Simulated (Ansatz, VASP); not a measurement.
# LaAs in two plane-wave programs

Aim: how closely do two programs agree when they are given the same cell, functional and k mesh? The cell is generated by rule, not measured, and may not be a known phase. The cell is taken from a series of runs on this material, whose earlier steps may have relaxed, scaled, displaced or heated it; both programs get it as it stands.

Method: plane waves, with VASP 6.6.1 beside it; zone-centre phonons at PBEsol, in Ansatz 0.2.0.

The structure was built from a prototype and need not be the compound's stable phase.

### Step 1. The structure

It takes space group P4/nmm (No. 129, tetragonal). Conventional cell: a = 5.318 Å, b = 5.318 Å, c = 3.614 Å, α = 90.00°, β = 90.00°, γ = 90.00°. La has 8 As at 2.98 to 3.49 Å nearest. As has 8 La at 2.98 to 3.49 Å nearest. Farther neighbours are not listed.

### Step 2. VASP: zone-centre phonons, PBEsol

Second derivatives magnify differences that forces hide, and they need a tight electronic threshold.

Lines of VASP's logs that name or quote its potential files are left out, and so is its time.

INCAR

```
SYSTEM = LaAs
PREC = Accurate
ENCUT = 500
EDIFF = 1E-08
NELM = 200
ISMEAR = 1
SIGMA = 0.15
LREAL = .FALSE.
ALGO = Normal
GGA = PS
NBANDS = 22
LASPH = .TRUE.
LORBIT = 11
LWAVE = .FALSE.
LCHARG = .FALSE.
ISIF = 2
IBRION = 8
GGA_COMPAT = .FALSE.
LMAXMIX = 6
KPAR = 2
```

POSCAR

```
LaAs
1.0
    5.3176757042      0.0000000000      0.0000000000
    0.0000000000      5.3176757042      0.0000000000
    0.0000000000      0.0000000000      3.6144361691
La As
2 2
Direct
    0.0000000000      0.5000000000      0.8753390237
    0.5000000000      0.0000000000      0.1246609763
    0.0000000000      0.0000000000      0.5000000000
    0.5000000000      0.5000000000      0.5000000000
```

KPOINTS

```
Automatic mesh
0
Gamma
8 8 10
0 0 0
```

The projector-augmented-wave data sets are La and As (PBE family, release 64).

Command:

```sh
$ mpirun -np 2 vasp_std
```

Numbers of over 12 decimals in the logs are rounded to 6 here.

Output:

```text
[banner, memory and clock lines left out]
running    2 mpi-ranks, on    1 nodes
 distrk:  each k-point on    1 cores,    2 groups
 distr:  one band on    1 cores,    1 groups

 POSCAR found type information on POSCAR LaAs
 POSCAR found :  2 types and       4 ions
|                                                                             |
|               ----> ADVICE to this user running VASP <----                  |
|                                                                             |
|     You enforced a specific xc type in the INCAR file but a different       |
|     [... a line on the potential file left out ...]
|     I HOPE YOU KNOW WHAT YOU ARE DOING!                                     |
|                                                                             |

 LDA part: xc-table for (Slater+PW92), standard interpolation
 POSCAR, INCAR and KPOINTS ok, starting setup
 FFT: planning ... GRIDC
 FFT: planning ... GRID_SOFT
 FFT: planning ... GRID
 WAVECAR not read
 entering main loop
       N       E                     dE             d eps       ncg     rms          rms(c)
DAV:   1     0.328051738019E+03    0.32805E+03   -0.11395E+04  3960   0.189E+03
DAV:   2     0.194525681811E+02   -0.30860E+03   -0.30130E+03  6232   0.337E+02
DAV:   3    -0.232581935227E+02   -0.42711E+02   -0.42249E+02  6194   0.169E+02
DAV:   4    -0.260243501889E+02   -0.27662E+01   -0.27103E+01  7672   0.321E+01
DAV:   5    -0.263185104004E+02   -0.29416E+00   -0.29183E+00  6560   0.105E+01    0.499E+00
DAV:   6    -0.260806238455E+02    0.23789E+00   -0.15267E+00  7712   0.736E+00    0.280E+00
DAV:   7    -0.260352094888E+02    0.45414E-01   -0.14754E-01  6992   0.342E+00    0.130E+00
DAV:   8    -0.260287443288E+02    0.64652E-02   -0.30000E-02  7776   0.153E+00    0.238E-01
DAV:   9    -0.260287735715E+02   -0.29243E-04   -0.38384E-03  6640   0.535E-01    0.910E-02
DAV:  10    -0.260289576645E+02   -0.18409E-03   -0.72565E-04  7232   0.200E-01    0.504E-02
DAV:  11    -0.260290699381E+02   -0.11227E-03   -0.40103E-04  6864   0.125E-01    0.251E-02
DAV:  12    -0.260290993314E+02   -0.29393E-04   -0.12966E-04  7752   0.816E-02    0.168E-02
DAV:  13    -0.260291160640E+02   -0.16733E-04   -0.83187E-05  6256   0.525E-02    0.672E-03
DAV:  14    -0.260291197949E+02   -0.37309E-05   -0.32106E-05  7872   0.317E-02    0.322E-03
DAV:  15    -0.260291200104E+02   -0.21551E-06   -0.40211E-06  7128   0.117E-02    0.987E-04
DAV:  16    -0.260291201044E+02   -0.93963E-07   -0.63862E-07  7312   0.631E-03    0.921E-04
DAV:  17    -0.260291200383E+02    0.66072E-07   -0.26342E-07  6200   0.355E-03    0.295E-04
DAV:  18    -0.260291200764E+02   -0.38063E-07   -0.64645E-08  6608   0.235E-03    0.396E-04
DAV:  19    -0.260291200536E+02    0.22818E-07   -0.12920E-08  4280   0.106E-03    0.648E-05
DAV:  20    -0.260291200582E+02   -0.46252E-08   -0.21642E-09  3600   0.839E-04
   1 F= -.26029120E+02 E0= -.26029474E+02  d E =0.106116E-02
 Linear response reoptimize wavefunctions to high precision
DAV:   1    -0.260291200329E+02    0.25330E-07   -0.27191E-08  6744   0.114E-03
DAV:   2    -0.260291200330E+02   -0.14279E-09   -0.12225E-09  3760   0.307E-04
DAV:   3    -0.260291200330E+02   -0.23647E-10   -0.41370E-10  3600   0.303E-04
 Linear response DOF=           4
 Linear response progress:
  Degree of freedom:   1/  4
       N       E                     dE             d eps       ncg     rms          rms(c)
RMM:   1    -0.303805857592E+00   -0.30381E+00   -0.17942E-01 13925   0.186E+01
RMM:   2    -0.285757036797E+00    0.18049E-01   -0.10604E-01 14947   0.263E+00    0.129E-01
RMM:   3    -0.289622168890E+00   -0.38651E-02   -0.42440E-02 21372   0.103E+00    0.853E-02
RMM:   4    -0.290681714295E+00   -0.10595E-02   -0.65555E-03 22263   0.383E-01    0.756E-02
RMM:   5    -0.291954824625E+00   -0.12731E-02   -0.18013E-03 18446   0.319E-01    0.242E-02
RMM:   6    -0.292495953521E+00   -0.54113E-03   -0.10922E-03 23237   0.159E-01    0.135E-02
RMM:   7    -0.292018765763E+00    0.47719E-03   -0.62125E-04 19590   0.140E-01    0.227E-02
RMM:   8    -0.292346957119E+00   -0.32819E-03   -0.13828E-04 21975   0.705E-02    0.995E-03
RMM:   9    -0.292476896296E+00   -0.12994E-03   -0.78706E-05 22846   0.447E-02    0.634E-03
RMM:  10    -0.292597584973E+00   -0.12069E-03   -0.35066E-05 22602   0.319E-02    0.153E-03
RMM:  11    -0.292603653774E+00   -0.60688E-05   -0.19823E-05 24161   0.171E-02    0.164E-03
RMM:  12    -0.292627502574E+00   -0.23849E-04   -0.82839E-06 22340   0.125E-02    0.222E-04
RMM:  13    -0.292625139796E+00    0.23628E-05   -0.44581E-06 23829   0.780E-03    0.808E-04
RMM:  14    -0.292628861789E+00   -0.37220E-05   -0.43508E-06 21654   0.597E-03    0.434E-04
RMM:  15    -0.292633458834E+00   -0.45970E-05   -0.40949E-06 23050   0.466E-03    0.105E-04
[...]
RMM:  21    -0.292637039512E+00    0.31118E-06   -0.11583E-06 22276   0.238E-03    0.759E-06
RMM:  22    -0.292637220073E+00   -0.18056E-06   -0.96274E-07 22159   0.227E-03    0.549E-06
RMM:  23    -0.292637261389E+00   -0.41316E-07   -0.84853E-07 22473   0.224E-03    0.123E-05
RMM:  24    -0.292637231513E+00    0.29876E-07   -0.68912E-07 22023   0.219E-03    0.257E-05
RMM:  25    -0.292637115440E+00    0.11607E-06   -0.60595E-07 22575   0.217E-03    0.422E-05
[...]
Degree of freedom:   2/  4
       N       E                     dE             d eps       ncg     rms          rms(c)
RMM:   1    -0.251760653208E+00   -0.25176E+00   -0.15830E-01  5877   0.178E+01
RMM:   2    -0.244382134061E+00    0.73785E-02   -0.80948E-02  6862   0.222E+00    0.113E-01
RMM:   3    -0.247394605417E+00   -0.30125E-02   -0.33655E-02  8023   0.824E-01    0.581E-02
RMM:   4    -0.248472272484E+00   -0.10777E-02   -0.61602E-03  9233   0.306E-01    0.532E-02
RMM:   5    -0.249260938857E+00   -0.78867E-03   -0.19758E-03  9566   0.187E-01    0.373E-02
RMM:   6    -0.250248318461E+00   -0.98738E-03   -0.91330E-04  8845   0.132E-01    0.539E-03
RMM:   7    -0.250287776707E+00   -0.39458E-04   -0.38884E-04  9979   0.723E-02    0.610E-03
RMM:   8    -0.250238083729E+00    0.49693E-04   -0.14775E-04  9404   0.443E-02    0.626E-03
RMM:   9    -0.250292142360E+00   -0.54059E-04   -0.51368E-05 10106   0.273E-02    0.459E-03
RMM:  10    -0.250380558152E+00   -0.88416E-04   -0.23928E-05  8783   0.217E-02    0.806E-04
RMM:  11    -0.250400909932E+00   -0.20352E-04   -0.99985E-06 10060   0.134E-02    0.531E-04
RMM:  12    -0.250402854462E+00   -0.19445E-05   -0.46383E-06  9798   0.865E-03    0.472E-04
RMM:  13    -0.250405096771E+00   -0.22423E-05   -0.32139E-06  9741   0.628E-03    0.461E-04
RMM:  14    -0.250403433994E+00    0.16628E-05   -0.23232E-06  9302   0.477E-03    0.396E-04
[...]
RMM:  21    -0.250397659893E+00    0.86424E-06   -0.11055E-07  8866   0.200E-03    0.175E-04
RMM:  22    -0.250398326013E+00   -0.66612E-06   -0.11581E-07  9411   0.191E-03    0.122E-04
RMM:  23    -0.250399508775E+00   -0.11828E-05   -0.25695E-07  8913   0.194E-03    0.174E-05
RMM:  24    -0.250399521930E+00   -0.13155E-07   -0.34109E-09  9502   0.185E-03    0.209E-05
RMM:  25    -0.250399770650E+00   -0.24872E-06   -0.46403E-08  9320   0.182E-03    0.149E-05
RMM:  26    -0.250399842918E+00   -0.72267E-07    0.10812E-08  9734   0.181E-03    0.180E-05
RMM:  28    -0.250399871558E+00    0.13393E-06   -0.66562E-09  9696   0.177E-03    0.136E-05
RMM:  29    -0.250399863851E+00    0.77062E-08    0.86743E-09  9700   0.176E-03    0.124E-05
 first order change of Fermi-energy  -0.37062E+00
 force on displaced ion       1 direction 3 :   0.000   0.000  -2.995
 Linear response progress:
  Degree of freedom:   3/  4
       N       E                     dE             d eps       ncg     rms          rms(c)
RMM:   1    -0.536260030200E-01   -0.53626E-01    0.39460E-02 22627   0.105E+00
RMM:   2    -0.518280037982E-01    0.17980E-02   -0.51601E-03 15242   0.587E-01    0.783E-02
RMM:   3    -0.523575378207E-01   -0.52953E-03   -0.25470E-03 20094   0.191E-01    0.472E-02
RMM:   4    -0.528160561300E-01   -0.45852E-03   -0.59585E-04 17906   0.179E-01    0.129E-02
RMM:   5    -0.526941516970E-01    0.12190E-03   -0.13493E-04 18805   0.746E-02    0.101E-02
RMM:   6    -0.527348055682E-01   -0.40654E-04   -0.78145E-05 20903   0.407E-02    0.540E-03
RMM:   7    -0.527822562803E-01   -0.47451E-04   -0.21313E-05 19477   0.280E-02    0.228E-03
RMM:   8    -0.527909199189E-01   -0.86636E-05   -0.74257E-06 23459   0.118E-02    0.103E-03
RMM:   9    -0.527974066545E-01   -0.64867E-05   -0.18621E-06 21399   0.759E-03    0.711E-04
RMM:  10    -0.528000838822E-01   -0.26772E-05   -0.73277E-07 22727   0.458E-03    0.168E-04
RMM:  11    -0.528002314133E-01   -0.14753E-06   -0.21871E-07 22464   0.288E-03    0.130E-04
RMM:  12    -0.527992100336E-01    0.10214E-05    0.51901E-08 21443   0.208E-03    0.462E-05
RMM:  13    -0.527994562920E-01   -0.24626E-06   -0.12581E-07 22282   0.150E-03    0.406E-05
RMM:  14    -0.527995235026E-01   -0.67211E-07   -0.30103E-08 21540   0.124E-03    0.260E-05
RMM:  15    -0.527995974800E-01   -0.73977E-07   -0.55368E-08 22071   0.109E-03    0.155E-05
RMM:  16    -0.527995599712E-01    0.37509E-07    0.82871E-09 21345   0.102E-03    0.186E-05
RMM:  17    -0.527996019799E-01   -0.42009E-07   -0.64063E-08 21872   0.945E-04    0.926E-06
RMM:  18    -0.527995939651E-01    0.80148E-08   -0.66752E-08 21320   0.942E-04    0.113E-05
 first order change of Fermi-energy   0.67454E-04
 force on displaced ion       3 direction 1 :  -5.178   0.000  -0.001
 Linear response progress:
  Degree of freedom:   4/  4
       N       E                     dE             d eps       ncg     rms          rms(c)
RMM:   1    -0.436005066275E-01   -0.43601E-01    0.29211E-02 14614   0.967E-01
RMM:   2    -0.426106559133E-01    0.98985E-03   -0.39151E-03 10719   0.471E-01    0.660E-02
RMM:   3    -0.431670083622E-01   -0.55635E-03   -0.20283E-03 11731   0.167E-01    0.391E-02
RMM:   4    -0.435679050002E-01   -0.40090E-03   -0.42979E-04 13920   0.102E-01    0.117E-02
RMM:   5    -0.436406942117E-01   -0.72789E-04   -0.62799E-05 13853   0.429E-02    0.599E-03
RMM:   6    -0.437059427698E-01   -0.65249E-04   -0.47737E-05 16244   0.204E-02    0.261E-03
RMM:   7    -0.437029409440E-01    0.30018E-05   -0.35944E-06 14831   0.137E-02    0.950E-04
RMM:   8    -0.437037173134E-01   -0.77637E-06   -0.22680E-06 16435   0.780E-03    0.673E-04
RMM:   9    -0.437087674264E-01   -0.50501E-05    0.54944E-07 15796   0.524E-03    0.391E-04
RMM:  10    -0.437081541349E-01    0.61329E-06    0.58259E-07 15963   0.335E-03    0.215E-04
RMM:  11    -0.437081084832E-01    0.45652E-07    0.40828E-07 16168   0.241E-03    0.965E-05
RMM:  12    -0.437080680099E-01    0.40473E-07    0.11582E-07 15965   0.167E-03    0.850E-05
RMM:  13    -0.437083357404E-01   -0.26773E-06    0.57442E-08 15798   0.146E-03    0.325E-05
RMM:  14    -0.437082254298E-01    0.11031E-06    0.11472E-07 15864   0.115E-03    0.371E-05
[...]
RMM:  36    -0.437083422661E-01    0.15139E-08   -0.24632E-07 16308   0.835E-04    0.122E-06
RMM:  37    -0.437083427422E-01   -0.47604E-09   -0.24270E-07 16236   0.835E-04    0.121E-06
RMM:  38    -0.437083423552E-01    0.38696E-09   -0.24513E-07 16270   0.835E-04    0.121E-06
RMM:  39    -0.437083418071E-01    0.54808E-09   -0.24343E-07 16401   0.835E-04    0.836E-07
RMM:  40    -0.437083427983E-01   -0.99119E-09   -0.23455E-07 16825   0.836E-04    0.278E-06
RMM:  41    -0.437083436162E-01   -0.81789E-09   -0.24101E-07 16741   0.835E-04    0.339E-06
RMM:  42    -0.437083425519E-01    0.10643E-08   -0.23715E-07 16534   0.835E-04    0.296E-06
RMM:  43    -0.437083430696E-01   -0.51761E-09   -0.23171E-07 16752   0.834E-04    0.333E-06
 first order change of Fermi-energy   0.65647E-05
 force on displaced ion       3 direction 3 :   0.000   0.000  -2.018
 Linear response finished
```

[end of part 1 of 2]

[Lines on the potential files, build, host, timing and source positions are cut from VASP's logs without a mark.]

[Logs are printed without paths, hosts, clocks, repeated set-up lines and the standing remarks that a program may print on its own settings, such as how far it seeks lower states.]

[Hosts, paths, dates, database ids (printed as entryN), source tags and the programs' standing remarks are cut or masked in the printed files.]
